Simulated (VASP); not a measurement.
# LiV3 (Pm-3m) in VASP: a series of runs

One crystal, LiV3, is run at these levels: PBE, LDA; tasks: relaxation of cell and atoms, relaxation of the atoms.

Everything below comes from runs of VASP 6.6.1. Logs are shortened: lines on timing, memory, paths and dates and some standing lists are left out, and cuts for length are marked.

## (1) The structure

The structure is cubic, space group Pm-3m (No. 221). Conventional cell: a = 3.736 Å, b = 3.736 Å, c = 3.736 Å, α = 90.00°, β = 90.00°, γ = 90.00°. Li (site symmetry m-3m) is surrounded by 12 V at 2.64 Å. V (site symmetry 4/mmm) has 4 Li at 2.64 Å and 8 V at 2.64 Å as nearest neighbours.

The cell was built by a generator and needn't be a form met in nature.

## (2) Relaxation of cell and atoms, PBE, collinear spin, ferromagnetic start

Contents of INCAR:

```
SYSTEM = LiV3
ALGO = Normal
EDIFF = 1E-6
EDIFFG = -0.02
ENCUT = 600
GGA = PE
IBRION = 2
ISIF = 3
ISMEAR = 1
ISPIN = 2
LASPH = .TRUE.
LCHARG = .FALSE.
LMAXMIX = 4
LORBIT = 11
LREAL = .FALSE.
LWAVE = .FALSE.
MAGMOM = 0 2 2 2
NELM = 100
NSW = 40
PREC = Accurate
SIGMA = 0.1
```

Contents of KPOINTS:

```
k-points
0
G
  7 7 7
  0 0 0
```

Contents of POSCAR:

```
LiV3
1.0
    3.7359381200      0.0000000000      0.0000000000
    0.0000000000      3.7359381200      0.0000000000
    0.0000000000      0.0000000000      3.7359381200
Li V
1 3
Direct
    0.0000000000      0.0000000000      0.0000000000
    0.5000000000      0.5000000000      0.0000000000
    0.5000000000      0.0000000000      0.5000000000
    0.0000000000      0.5000000000      0.5000000000
```

Potentials or basis: VASP PAW PBE potentials, release 64 (Li_sv, V_sv).

The run is started by

```
$ cat potpaw_PBE.64/Li_sv/POTCAR potpaw_PBE.64/V_sv/POTCAR > POTCAR
$ mpirun -np 1 vasp_std > vasp.out
```

OUTCAR:

```text
SYSTEM = LiV3
   EDIFF = 1E-6
   EDIFFG = -0.02
   ENCUT = 600
   GGA = PE
   IBRION = 2
   ISIF = 3
   ISMEAR = 1
   ISPIN = 2
   LASPH = .TRUE.
   LORBIT = 11
   LREAL = .FALSE.
   NELM = 100
   NSW = 40
   PREC = Accurate

 ion  position               nearest neighbor table
   1  0.000  0.000  0.000-   2 2.64   3 2.64   4 2.64   3 2.64   4 2.64   2 2.64   4 2.64   4 2.64
                             2 2.64   3 2.64   3 2.64   2 2.64
   2  0.500  0.500  0.000-   1 2.64   3 2.64   4 2.64   3 2.64   4 2.64   1 2.64   3 2.64   3 2.64
                             1 2.64   4 2.64   4 2.64   1 2.64
   3  0.500  0.000  0.500-   1 2.64   2 2.64   4 2.64   1 2.64   2 2.64   2 2.64   4 2.64   2 2.64
                             1 2.64   4 2.64   1 2.64   4 2.64
   4  0.000  0.500  0.500-   1 2.64   2 2.64   3 2.64   1 2.64   2 2.64   1 2.64   3 2.64   1 2.64
                             2 2.64   3 2.64   2 2.64   3 2.64

  LATTYP: Found a simple cubic cell.
 ALAT       =     3.7359381200

  Lattice vectors:

 A1 = (   3.7359381200,   0.0000000000,   0.0000000000)
 A2 = (   0.0000000000,   3.7359381200,   0.0000000000)
 A3 = (   0.0000000000,   0.0000000000,   3.7359381200)

Analysis of symmetry for initial positions (statically):
=====================================================================
 Subroutine PRICEL returns:
 Original cell was already a primitive cell.

 Routine SETGRP: Setting up the symmetry group for a
 simple cubic supercell.

 Subroutine GETGRP returns: Found 48 space group operations
 (whereof 48 operations were pure point group operations)
 out of a pool of 48 trial point group operations.

The static configuration has the point symmetry O_h .

Analysis of symmetry for dynamics (positions and initial velocities):
=====================================================================
 Subroutine PRICEL returns:
 Original cell was already a primitive cell.

 Routine SETGRP: Setting up the symmetry group for a
 simple cubic supercell.

 Subroutine GETGRP returns: Found 48 space group operations
 (whereof 48 operations were pure point group operations)
 out of a pool of 48 trial point group operations.

The dynamic configuration has the point symmetry O_h .

Analysis of structural, dynamic, and magnetic symmetry:
=====================================================================
 Subroutine PRICEL returns:
 Original cell was already a primitive cell.

 Routine SETGRP: Setting up the symmetry group for a
 simple cubic supercell.

 Subroutine GETGRP returns: Found 48 space group operations
[... 122 lines left out ...]
     AMIX_MAG =   1.60;   BMIX_MAG =  1.00
  volume/ion in A,a.u.               =      13.04        87.97
  Fermi-wavevector in a.u.,A,eV,Ry     =   1.523205  2.878439 31.567589  2.320152
  Thomas-Fermi vector in A             =   2.631680
   LORBIT       =     11    0 simple, 1 ext, 2 COOP (PROOUT), +10 PAW based schemes
   GGA     = PE    functional components
   LHFCALC =     F    Hartree Fock is set to
   AEXX    =    0.0000 exact exchange contribution
   IVDW    =     0    specifies the selected vdW correction
   LEPSILON=     F    determine dielectric tensor
   LRPA    =     F    only Hartree local field effects (RPA)
 conjugate gradient relaxation of ions
 spin polarized calculation
 Methfessel and Paxton  Order N= 1 SIGMA  =   0.10
  energy-cutoff  :      600.00
  volume of cell :       52.14
 maximum number of plane-waves:      1763
 NGX is ok and might be reduce to    30
   NGX = 15   NGY = 15   NGZ = 15

--------------------------------------- Ionic step        1  -------------------------------------------

 number of electron      41.9999995 magnetization       1.1818288

 Free energy of the ion-electron system (eV)
  ---------------------------------------------------
  ext. energy  EPLUGINS =         0.00000000
  ---------------------------------------------------
  free energy    TOTEN  =       -27.16145613 eV

  energy without entropy =      -27.16712737  energy(sigma->0) =      -27.16334654

------------------------ aborting loop because EDIFF is reached ----------------------------------------

  FORCE on cell =-STRESS in cart. coord.  units (eV):
  Direction    XX          YY          ZZ          XY          YZ          ZX
  --------------------------------------------------------------------------------------
  -------------------------------------------------------------------------------------
  Total        0.8593825      0.8593825      0.8593825      0.0000000      0.0000000      0.0000000
  in kB       26.4057236     26.4057236     26.4057236      0.0000000      0.0000000      0.0000000
  external PRESSURE =      26.4057236 kB  Pullay stress =       0.0000000 kB
[... 63 lines left out ...]
--------------------------------------- Ionic step        3  -------------------------------------------

 number of electron      41.9999990 magnetization       1.1742351

 Free energy of the ion-electron system (eV)
  ---------------------------------------------------
  ext. energy  EPLUGINS =         0.00000000
  ---------------------------------------------------
  free energy    TOTEN  =       -27.17010788 eV

  energy without entropy =      -27.17599424  energy(sigma->0) =      -27.17207000

 E-fermi :   7.8578     XC(G=0): -11.8792

 val. band max:        7.8210613120   @ k =   0.4286   0.4286   0.2857
 cond. band min:       7.8633755155   @ k =   0.4286   0.4286   0.4286
 fundamental gap:      0.0423142035
 Fermi energy:         7.8577560927

 spin component 1

 k-point     1 :       0.0000    0.0000    0.0000
  band No.  band energies     occupation
      1     -56.2448      1.00000
      2     -56.0539      1.00000
      3     -56.0539      1.00000
      4     -36.2109      1.00000
      5     -30.3012      1.00000
      6     -30.3012      1.00000
[... 609 lines left out ...]
     27       9.8555     -0.00000
     28       9.8556     -0.00000
 Fermi energy:         7.8577560927

 spin component 2

 k-point     1 :       0.0000    0.0000    0.0000
  band No.  band energies     occupation
      1     -55.9394      1.00000
      2     -55.7486      1.00000
      3     -55.7486      1.00000
      4     -36.2111      1.00000
      5     -29.9970      1.00000
      6     -29.9970      1.00000
[... 640 lines left out ...]
  FREE ENERGIE OF THE ION-ELECTRON SYSTEM (eV)
  ---------------------------------------------------
  free  energy   TOTEN  =       -27.1701078818 eV

  energy  without entropy=      -27.1759942389  energy(sigma->0) =      -27.17207000

 reached required accuracy - stopping structural energy minimisation

 total charge

# of ion       s       p       d       tot
------------------------------------------
    1        2.064   0.125   0.000   2.189
    2        2.341   6.177   3.050  11.569
    3        2.341   6.177   3.050  11.569
    4        2.341   6.177   3.050  11.569
--------------------------------------------------
tot          9.088  18.657   9.150  36.896

 magnetization (x)

# of ion       s       p       d       tot
------------------------------------------
    1       -0.001   0.002   0.000   0.001
    2        0.003   0.019   0.311   0.333
    3        0.003   0.019   0.311   0.333
    4        0.003   0.019   0.311   0.333
--------------------------------------------------
tot          0.008   0.058   0.932   0.999
```

OSZICAR:

```text
N       E                     dE             d eps       ncg     rms          rms(c)
DAV:   1     0.641652190174E+03    0.64165E+03   -0.26468E+04  2240   0.191E+03
DAV:   2    -0.118865660123E+01   -0.64284E+03   -0.63440E+03  2252   0.600E+02
[... 28 lines left out ...]
DAV:   1    -0.272645831992E+02   -0.96843E-01   -0.19059E+00  2476   0.143E+01    0.305E+00
DAV:   2    -0.271748741363E+02    0.89709E-01   -0.83958E-01  2540   0.677E+00    0.103E+00
DAV:   3    -0.271708580867E+02    0.40160E-02   -0.34716E-02  2468   0.133E+00    0.369E-01
DAV:   4    -0.271700613390E+02    0.79675E-03   -0.35031E-03  2988   0.350E-01    0.144E-01
DAV:   5    -0.271701025649E+02   -0.41226E-04   -0.51505E-04  3192   0.136E-01    0.676E-02
DAV:   6    -0.271701078029E+02   -0.52379E-05   -0.48525E-05  2980   0.407E-02    0.199E-02
DAV:   7    -0.271701078818E+02   -0.78919E-07   -0.90317E-06  2304   0.183E-02
   3 F= -.27170108E+02 E0= -.27172070E+02  d E =-.865175E-02  mag=     1.1742
```

CONTCAR:

```text
LiV3
   1.00000000000000
     3.7612430987995000    0.0000000000000000    0.0000000000000000
     0.0000000000000000    3.7612430987995000   -0.0000000000000000
     0.0000000000000000    0.0000000000000000    3.7612430987995000
  Li              V
     1     3
Direct
     0.0000000000000000    0.0000000000000000    0.0000000000000000
     0.5000000000000000    0.5000000000000000    0.0000000000000000
     0.5000000000000000    0.0000000000000000    0.5000000000000000
     0.0000000000000000    0.5000000000000000    0.5000000000000000

  0.00000000E+00  0.00000000E+00  0.00000000E+00
  0.00000000E+00  0.00000000E+00  0.00000000E+00
  0.00000000E+00  0.00000000E+00  0.00000000E+00
  0.00000000E+00  0.00000000E+00  0.00000000E+00
```

Wall time 80 s (1 thread of Intel Xeon 6975P-C (Granite Rapids), shared host); peak memory 0.21 GiB.

What came out:

- Free energy: -27.1701 eV
- Relaxed volume: 13.30 Å³/atom
- Relaxed cell: a = 3.761 Å, b = 3.761 Å, c = 3.761 Å, α = 90.00°, β = 90.00°, γ = 90.00°
- Space group after relaxing (to 0.05 Å): Pm-3m (No. 221)
- Energy gained by relaxing: 2.2 meV/atom
- Ionic steps: 3
- Pressure after relaxing: 0.0 GPa
- Band gap on the k mesh: none (metal or under the smearing width)
- Net moment: 1.17 μB per cell
- Site moments: Li +0.00; V +0.33 μB
- Valence electrons inside the program's atomic spheres: Li 2.19; V 11.57

The path:
```
step  energy change (eV)  largest force (eV/Å)  pressure (GPa)  volume (Å³)
   1              0.0000                0.0000            2.64        52.14
   2             -0.0063                0.0000           -1.31        53.78
   3             -0.0087                0.0000            0.01        53.21
```

Final structure:
```
CELL_PARAMETERS angstrom
3.76124 0.00000 0.00000
0.00000 3.76124 0.00000
0.00000 0.00000 3.76124
ATOMIC_POSITIONS crystal
Li 0.00000 0.00000 0.00000
V 0.50000 0.50000 0.00000
V 0.50000 0.00000 0.50000
V 0.00000 0.50000 0.50000
```

Levels at points of the mesh, in eV from the Fermi level:
Spin up:
| k point | band 18 | band 19 | band 20 | band 21 | band 22 | band 23 | band 24 | band 25 |
| --- | --- | --- | --- | --- | --- | --- | --- | --- |
| (0.00, 0.00, 0.00) | -1.93 | -1.93 | -1.93 | 1.38 | 1.38 | 1.38 | 2.49 | 2.49 |
Spin down:
```
           k point  band 17  band 18  band 19  band 20  band 21  band 22  band 23  band 24
(0.00, 0.00, 0.00)    -1.73    -1.58    -1.58    -1.58     1.61     1.61     1.61     2.67
```

Caveat: the cutoff is under 1.25 times the usual one of these potentials, so pressure, stress and relaxed cells hold a basis-set (Pulay) error.

## (3) Relaxation of the atoms, LDA, collinear spin, ferromagnetic start

Contents of INCAR:

```
SYSTEM = LiV3
  ALGO = Normal
  EDIFF = 1E-6
  EDIFFG = -0.01
  ENCUT = 520
  IBRION = 2
  ISIF = 2
  ISMEAR = 1
  ISPIN = 2
  LASPH = .TRUE.
  LCHARG = .FALSE.
  LMAXMIX = 4
  LORBIT = 11
  LREAL = .FALSE.
  LWAVE = .FALSE.
  MAGMOM = 0 2 2 2
  NELM = 100
  NSW = 40
  PREC = Accurate
  SIGMA = 0.1
```

KPOINTS is that of step 2.

POSCAR is that of step 2.

Potentials or basis: VASP PAW LDA potentials, release 64 (Li_sv, V_sv).

The run is started by

```
$ cat potpaw_LDA.64/Li_sv/POTCAR potpaw_LDA.64/V_sv/POTCAR > POTCAR
$ mpirun -np 1 vasp_std > vasp.out
```

Run time: 22 s. Hardware: 1 thread of Intel Xeon 6975P-C (Granite Rapids), shared host; peak memory 0.17 GiB.

The run converged. Its results:

```
Free energy                                           : -30.0200 eV
Band gap on the k mesh                                : none (metal or under the smearing width)
Net moment                                            : 1.04 μB per cell
Site moments                                          : Li +0.00; V +0.29 μB
Valence electrons inside the program's atomic spheres : Li 2.21; V 11.62
```

Final structure:
```
Li V
1.0
     3.73594    0.00000    0.00000
     0.00000    3.73594    0.00000
     0.00000    0.00000    3.73594
Li V
1 3
Direct
  0.00000 0.00000 0.00000
  0.50000 0.50000 0.00000
  0.50000 0.00000 0.50000
  0.00000 0.50000 0.50000
```

Levels at points of the mesh, in eV from the Fermi level:
Spin up:
```tsv
k point	band 18	band 19	band 20	band 21	band 22	band 23	band 24	band 25
(0.00, 0.00, 0.00)	-1.96	-1.96	-1.96	1.38	1.38	1.38	2.47	2.47
```
Spin down:
```csv
k point,band 17,band 18,band 19,band 20,band 21,band 22,band 23,band 24
"(0.00, 0.00, 0.00)",-1.83,-1.71,-1.71,-1.71,1.59,1.59,1.59,2.66
```

Caveat: the cutoff is under 1.25 times the usual one of these potentials, so pressure, stress and relaxed cells hold a basis-set (Pulay) error; the relaxation stopped at its first step, so nothing moved.

## (4) The reference run

An earlier run on the cell as given: functional PBE; potentials or basis VASP PAW PBE potentials, release 64 (Li_sv, V_sv); cutoff 520 eV; k mesh 7 × 7 × 7; occupations fermi-dirac, width 0.05 eV; collinear spin, ferromagnetic start; starting moments [0.0, 2.0, 2.0, 2.0] μB.

* Band gap on the k mesh: none (metal or under the smearing width)
* Net moment: 0.94 μB per cell
* Site moments: Li +0.00; V +0.27 μB
* Valence electrons inside the program's atomic spheres: Li 2.20; V 11.60

## (5) Summary

| task | level | potentials or basis | cell | cutoff (eV) | smearing | gap on the mesh (eV) | moment (μB) |
| --- | --- | --- | --- | --- | --- | --- | --- |
| relaxation of cell and atoms | PBE | VASP PAW PBE potentials, release 64 (Li_sv, V_sv) | relaxed | 600 | methfessel-paxton 0.1 eV | none | 1.17 |
| relaxation of the atoms | LDA | VASP PAW LDA potentials, release 64 (Li_sv, V_sv) | atoms relaxed | 520 | methfessel-paxton 0.1 eV | none | 1.04 |
| single point | PBE | VASP PAW PBE potentials, release 64 (Li_sv, V_sv) | as given | 520 | fermi-dirac 0.05 eV | none | 0.94 |

Alike in all rows: spin collinear, ferromagnetic start; k mesh 7 × 7 × 7.

Caveats: the cutoff is under 1.25 times the usual one of these potentials, so pressure, stress and relaxed cells hold a basis-set (Pulay) error; the relaxation stopped at its first step, so nothing moved (some runs).

Total energies depend on the potentials used, so only differences within one code and one set of settings carry meaning.
